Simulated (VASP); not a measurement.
C:

```
C
1.0
     2.46100    0.00000    0.00000
    -1.23050    2.13129    0.00000
     0.00000    0.00000    6.70800
C
4
Direct
  0.00000 0.00000 0.25000
  0.33333 0.66667 0.25000
  0.00000 0.00000 0.75000
  0.66667 0.33333 0.75000
```

The cell was built by a generator and needn't be a form met in nature.

Base run:

* Program: VASP 6.6.1
* Functional: vdW-DF2
* Potentials or basis: VASP PAW PBE potentials, release 64 (C)
* Cutoff: 520 eV
* k mesh: 16 × 16 × 4
* Occupations: fermi-dirac, width 0.05 eV
* Spin: no spin polarisation

Its results: band gap on the k mesh 0.54 eV, direct; pressure 5.7 GPa.

Q: The run is repeated on the same cell with these changes: functional from vdW-DF2 to PBE. What comes out?

A: Band gap on the k mesh 0.56 eV, direct; pressure 3.2 GPa.

Caveats: the PAW data sets were made with another functional, which shifts forces and pressure a little (some runs); this functional lacks dispersion, which binds the layers, so the pressure and a relaxed spacing across them are unreliable (some runs).

A k mesh can miss the band edges.
